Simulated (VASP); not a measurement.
The cell holds one Ba (bcc) (110) slab, with vacuum along c, ions free to move until forces fall under 0.03 eV/Å, no reconstruction beyond this cell, dipole correction on.

Input:

```
CELL_PARAMETERS angstrom
      4.39926     0.00000     0.00000
     -1.46642     4.14766     0.00000
      0.00000     0.00000    25.95472
ATOMIC_POSITIONS crystal
  Ba 0.50000 0.50000 0.36453
  Ba 0.00000 0.00000 0.50000
  Ba 0.50000 0.50000 0.63547
```

Method: r2SCAN meta-GGA, VASP's PBE PAW potentials (set 64) (plane waves; VASP). Run with 400 eV cut-off, 7×7×1 Γ-centred mesh, first-order Methfessel-Paxton smearing of 0.10 eV, potentials Ba_sv.

Slab and bulk use different k-meshes, so the surface energy is good to a few per cent at best. Unless said otherwise, spin-orbit coupling is left out, though it shifts the bands of the heavy elements here.

Task: Predict its surface energy, work function, band gap (on the k-mesh).

Result: 
| Quantity | Value |
|---|---|
| surface energy | 0.34 J/m^2 |
| work function | 2.41 eV |
| band gap (on the k-mesh) | none (metal, semimetal or under 0.01 eV) |

The cell is a thin slab with vacuum, built from Ba (bcc): (110) face.
